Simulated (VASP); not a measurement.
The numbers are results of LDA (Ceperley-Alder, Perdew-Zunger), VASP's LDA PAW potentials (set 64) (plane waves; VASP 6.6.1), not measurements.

A VASP calculation is set up with these files.

File POSCAR:
```
Mo
1.0
 -1.5575272177   1.5575272177   1.5575272177
  1.5575272177  -1.5575272177   1.5575272177
  1.5575272177   1.5575272177  -1.5575272177
Mo
1
Cartesian
  3.1150544354   0.0000000000   0.0000000000
```

KPOINTS:
```
Automatic mesh
0
Gamma
15 15 15
0 0 0
```

**INCAR**
```
ISIF  =  3
ENCUT  =  400   # plane-wave cut-off (eV)
LREAL  =  F   # projection in real space or not
SIGMA  =  0.1   # width (eV)
LMAXMIX  =  4
PREC  =  Accurate
NELM  =  100   # most electronic steps
ALGO  =  Normal   # blocked Davidson
NSW  =  60   # most ionic steps
LCHARG  =  F
LWAVE  =  F
EDIFF  =  1E-6   # SCF stop (eV)
IBRION  =  2
LASPH  =  T   # aspherical one-centre terms
ISMEAR  =  1   # Methfessel-Paxton
EDIFFG  =  -0.01   # ionic stop
SYSTEM  =  Mo
```

POTCAR, in this order: Mo_sv (LDA.64 set). Program: vasp_std.

Output of the run:

### OSZICAR
```
       N       E                     dE             d eps       ncg     rms          rms(c)
DAV:   1     0.728367508083E+02    0.72837E+02   -0.71314E+03  2707   0.109E+03
DAV:   2    -0.118570968689E+02   -0.84694E+02   -0.81937E+02  2808   0.310E+02
DAV:   3    -0.128391889773E+02   -0.98209E+00   -0.97788E+00  3057   0.343E+01
DAV:   4    -0.128415468262E+02   -0.23578E-02   -0.23577E-02  2871   0.199E+00
DAV:   5    -0.128415595124E+02   -0.12686E-04   -0.12688E-04  3075   0.139E-01    0.168E+01
DAV:   6    -0.122283607756E+02    0.61320E+00   -0.10367E+00  2832   0.127E+01    0.446E+00
DAV:   7    -0.121321164523E+02    0.96244E-01   -0.21035E-01  3059   0.523E+00    0.950E-01
DAV:   8    -0.121249801616E+02    0.71363E-02   -0.52514E-03  2757   0.101E+00    0.221E-01
DAV:   9    -0.121249461980E+02    0.33964E-04   -0.14259E-04  3239   0.161E-01    0.813E-02
DAV:  10    -0.121249568026E+02   -0.10605E-04   -0.97543E-06  2865   0.404E-02    0.267E-03
DAV:  11    -0.121249568497E+02   -0.47131E-07   -0.43985E-08  1620   0.262E-03
   1 F= -.12124957E+02 E0= -.12124705E+02  d E =-.121250E+02
       N       E                     dE             d eps       ncg     rms          rms(c)
DAV:   1    -0.121261473418E+02   -0.11905E-02   -0.31047E-02  2763   0.258E+00    0.436E-01
DAV:   2    -0.121249664765E+02    0.11809E-02   -0.25638E-03  2754   0.675E-01    0.630E-02
DAV:   3    -0.121248946646E+02    0.71812E-04   -0.33253E-04  2843   0.238E-01    0.667E-02
DAV:   4    -0.121249068887E+02   -0.12224E-04   -0.71765E-06  2772   0.295E-02    0.241E-03
DAV:   5    -0.121249068589E+02    0.29867E-07   -0.52607E-07  1611   0.974E-03
   2 F= -.12124907E+02 E0= -.12124656E+02  d E =0.499908E-04
       N       E                     dE             d eps       ncg     rms          rms(c)
DAV:   1    -0.121256660480E+02   -0.75916E-03   -0.17625E-02  2760   0.194E+00    0.324E-01
DAV:   2    -0.121249951723E+02    0.67088E-03   -0.14680E-03  2748   0.510E-01    0.474E-02
DAV:   3    -0.121249554191E+02    0.39753E-04   -0.18631E-04  2863   0.178E-01    0.489E-02
DAV:   4    -0.121249622737E+02   -0.68547E-05   -0.41961E-06  2734   0.224E-02    0.174E-03
DAV:   5    -0.121249622452E+02    0.28512E-07   -0.25740E-07  1464   0.678E-03
   3 F= -.12124962E+02 E0= -.12124710E+02  d E =-.539554E-05
```

OUTCAR:
```
------------------------ aborting loop because EDIFF is reached ----------------------------------------
  FORCE on cell =-STRESS in cart. coord.  units (eV):
  Direction    XX          YY          ZZ          XY          YZ          ZX
  --------------------------------------------------------------------------------------
  Total        0.0011452      0.0011452      0.0011452     -0.0000000     -0.0000000      0.0000000
  in kB        0.1214817      0.1214817      0.1214817     -0.0000000     -0.0000000      0.0000000
  external PRESSURE =       0.1214817 kB  Pullay stress =       0.0000000 kB
  volume of cell :       15.10
      direct lattice vectors                 reciprocal lattice vectors
    -1.557192106  1.557192106  1.557192106     0.000000000  0.321090762  0.321090762
     1.557192106 -1.557192106  1.557192106     0.321090762  0.000000000  0.321090762
     1.557192106  1.557192106 -1.557192106     0.321090762  0.321090762  0.000000000
 POSITION                                       TOTAL-FORCE (eV/Angst)
 -----------------------------------------------------------------------------------
      0.00000      0.00000      0.00000        -0.000000     -0.000000      0.000000
 -----------------------------------------------------------------------------------
    total drift:                                0.000000      0.000000      0.000000
  FREE ENERGIE OF THE ION-ELECTRON SYSTEM (eV)
  ---------------------------------------------------
  free  energy   TOTEN  =       -12.1249622452 eV

  energy  without entropy=      -12.1242067685  energy(sigma->0) =      -12.12471042

 reached required accuracy - stopping structural energy minimisation
```
(Selected blocks of OUTCAR.)

File CONTCAR:
```
Mo
   1.00000000000000
    -1.5571921063632028    1.5571921063632028    1.5571921063632028
     1.5571921063632028   -1.5571921063632028    1.5571921063632028
     1.5571921063632028    1.5571921063632028   -1.5571921063632028
  Mo
     1
Direct
     0.0000000000000000    0.0000000000000000    0.0000000000000000
```

**OUTCAR**
```
 val. band max:       12.9478832159   @ k =   0.4000   0.1333   0.0000

 cond. band min:      12.9829050437   @ k =   0.1333   0.0667  -0.0000


 Fermi energy:        12.9696997467

 k-point     1 :       0.0000    0.0000    0.0000
  band No.  band energies     occupation
      1     -47.9178      2.00000
      2     -21.2734      2.00000
      3     -21.2734      2.00000
      4     -21.2734      2.00000
      5       5.6943      2.00000
      6      11.5848      2.00000
      7      11.5848      2.00000
      8      11.5848      2.00000
      9      14.7154     -0.00000
     10      14.7154     -0.00000
     11      27.9053      0.00000

 k-point     2 :       0.0667    0.0000    0.0000
  band No.  band energies     occupation
      1     -47.9047      2.00000
      2     -21.3489      2.00000
      3     -21.2972      2.00000
      4     -21.2752      2.00000
      5       5.8994      2.00000
      6      11.4676      2.00000
      7      11.5652      2.00000
      8      11.7789      2.00000
      9      14.5423     -0.00000
     10      14.7178     -0.00000
     11      28.0623      0.00000

 k-point     3 :       0.1333    0.0000    0.0000
  band No.  band energies     occupation
      1     -47.8674      2.00000
      2     -21.5545      2.00000
      3     -21.3611      2.00000
      4     -21.2776      2.00000
      5       6.4666      2.00000
      6      11.1531      2.00000
      7      11.4740      2.00000
      8      12.3499      2.00000
      9      14.2184     -0.00000
     10      14.7372     -0.00000
     11      28.3975      0.00000

 k-point     4 :       0.2000    0.0000    0.0000
  band No.  band energies     occupation
      1     -47.8120      2.00000
      2     -21.8494      2.00000
      3     -21.4532      2.00000
      4     -21.2803      2.00000
      5       7.2201      2.00000
      6      10.7279      2.00000
      7      11.3398      2.00000
      8      13.2620     -0.00028
      9      14.0831     -0.00000
...
```

The compound is Mo in the bcc structure. This run relaxes it. Symmetry was kept, so distortions that lower it aren't found. The start is the result of an earlier pass.
